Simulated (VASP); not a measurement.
Computed with r2SCAN meta-GGA, VASP's PBE PAW potentials (set 64) (plane waves; VASP 6.6.1).

VASP ran on this input.

### KPOINTS
```
Automatic mesh
0
Gamma
10 10 10
0 0 0
```

### POSCAR
```
PdIn
1
    3.2733737341    -0.0000000000     0.0000000000
    0.0000000000     3.2733737341     0.0000000000
   -0.0000000000     0.0000000000     3.2733737341
In Pd
1 1
Direct
  0.5000000000   0.5000000000   0.5000000000
  0.0000000000   0.0000000000   0.0000000000
```

**INCAR**
```
ALGO = Normal
EDIFF = 1E-6
EDIFFG = -0.01
ENCUT = 520
IBRION = 2
ISIF = 3
ISMEAR = 1
LASPH = .True.
LCHARG = .False.
LMAXMIX = 4
LMIXTAU = .True.
LREAL = .False.
LWAVE = .False.
METAGGA = R2SCAN
NELM = 100
NSW = 60
PREC = Accurate
SIGMA = 0.1
SYSTEM = PdIn
```

POTCAR, in this order: In_d Pd (PBE.64 set). Program: vasp_std.

The run wrote:

File OUTCAR:
```
 ion  position               nearest neighbor table
   1  0.500  0.500  0.500-   2 2.83   2 2.83   2 2.83   2 2.83   2 2.83   2 2.83   2 2.83   2 2.83
  LATTYP: Found a simple cubic cell.
 ALAT       =     3.2733737341
 Subroutine PRICEL returns:
 Original cell was already a primitive cell.
 Subroutine GETGRP returns: Found 48 space group operations
The static configuration has the point symmetry O_h .
The dynamic configuration has the point symmetry O_h .
 Subroutine INISYM returns: Found 48 space group operations
 Subroutine IBZKPT returns following result:
 Found     56 irreducible k-points:

 Following reciprocal coordinates:
            Coordinates               Weight
  0.000000  0.000000  0.000000      1.000000
  0.100000  0.000000  0.000000      6.000000
  0.200000  0.000000  0.000000      6.000000
  0.300000  0.000000  0.000000      6.000000
  0.400000  0.000000  0.000000      6.000000
  0.500000  0.000000  0.000000      3.000000
  0.100000  0.100000  0.000000     12.000000
  0.200000  0.100000  0.000000     24.000000
  0.300000  0.100000  0.000000     24.000000
  0.400000  0.100000  0.000000     24.000000
  0.500000  0.100000  0.000000     12.000000
  0.200000  0.200000  0.000000     12.000000
  0.300000  0.200000  0.000000     24.000000
  0.400000  0.200000  0.000000     24.000000
  0.500000  0.200000  0.000000     12.000000
  0.300000  0.300000  0.000000     12.000000
  0.400000  0.300000  0.000000     24.000000
  0.500000  0.300000  0.000000     12.000000
  0.400000  0.400000  0.000000     12.000000
  0.500000  0.400000  0.000000     12.000000
  0.500000  0.500000  0.000000      3.000000
  0.100000  0.100000  0.100000      8.000000
  0.200000  0.100000  0.100000     24.000000
  0.300000  0.100000  0.100000     24.000000
  0.400000  0.100000  0.100000     24.000000
...
```

OSZICAR:
```
       N       E                     dE             d eps       ncg     rms          rms(c)
DAV:   1     0.127062489266E+03    0.12706E+03   -0.11681E+04  1688   0.205E+03
DAV:   2    -0.437195042745E+02   -0.17078E+03   -0.16602E+03  1799   0.430E+02
DAV:   3    -0.519317007208E+02   -0.82122E+01   -0.81347E+01  2079   0.986E+01
DAV:   4    -0.520916404950E+02   -0.15994E+00   -0.15965E+00  2039   0.130E+01
DAV:   5    -0.521008339775E+02   -0.91935E-02   -0.91921E-02  2614   0.281E+00    0.872E+00
DAV:   6    -0.467322331368E+02    0.53686E+01   -0.48999E+00  1792   0.363E+01    0.394E+00
DAV:   7    -0.466019262991E+02    0.13031E+00   -0.52214E-01  1764   0.932E+00    0.249E+00
DAV:   8    -0.466255806286E+02   -0.23654E-01   -0.15317E-01  1906   0.340E+00    0.138E+00
DAV:   9    -0.466284105269E+02   -0.28299E-02   -0.70591E-02  1771   0.315E+00    0.397E-01
DAV:  10    -0.466374598094E+02   -0.90493E-02   -0.24711E-02  1827   0.196E+00    0.227E-01
DAV:  11    -0.466374360925E+02    0.23717E-04   -0.63267E-03  1757   0.874E-01    0.179E-01
DAV:  12    -0.466387861156E+02   -0.13500E-02   -0.79018E-04  2009   0.270E-01    0.897E-02
DAV:  13    -0.466389458038E+02   -0.15969E-03   -0.18974E-04  1939   0.137E-01    0.670E-02
DAV:  14    -0.466387648947E+02    0.18091E-03   -0.10979E-04  1862   0.110E-01    0.105E-01
DAV:  15    -0.466391924923E+02   -0.42760E-03   -0.46958E-04  1736   0.252E-01    0.219E-02
DAV:  16    -0.466391925956E+02   -0.10322E-06   -0.95159E-06  1965   0.291E-02
   1 F= -.46639193E+02 E0= -.46638546E+02  d E =-.466392E+02
```

OUTCAR:
```
------------------------ aborting loop because EDIFF is reached ----------------------------------------
  FORCE on cell =-STRESS in cart. coord.  units (eV):
  Direction    XX          YY          ZZ          XY          YZ          ZX
  --------------------------------------------------------------------------------------
  Total        0.0091437      0.0091437      0.0091437     -0.0000000      0.0000000     -0.0000000
  in kB        0.4176808      0.4176808      0.4176808     -0.0000000      0.0000000     -0.0000000
  external PRESSURE =       0.4176808 kB  Pullay stress =       0.0000000 kB
  volume of cell :       35.07
      direct lattice vectors                 reciprocal lattice vectors
     3.273373734  0.000000000  0.000000000     0.305495211  0.000000000  0.000000000
     0.000000000  3.273373734  0.000000000     0.000000000  0.305495211  0.000000000
     0.000000000  0.000000000  3.273373734     0.000000000  0.000000000  0.305495211
 POSITION                                       TOTAL-FORCE (eV/Angst)
 -----------------------------------------------------------------------------------
      1.63669      1.63669      1.63669         0.000000      0.000000      0.000000
      0.00000      0.00000      0.00000         0.000000      0.000000      0.000000
 -----------------------------------------------------------------------------------
    total drift:                                0.000000      0.000000     -0.000000
  FREE ENERGIE OF THE ION-ELECTRON SYSTEM (eV)
  ---------------------------------------------------
  free  energy   TOTEN  =       -46.6391925956 eV

  energy  without entropy=      -46.6372519562  energy(sigma->0) =      -46.63854572

 reached required accuracy - stopping structural energy minimisation
```
(Selected blocks of OUTCAR.)

The compound is PdIn in the CsCl type structure. It was relaxed first. The start is the result of an earlier pass. The electron count is odd and the run is not spin-polarised, which forces a metal.
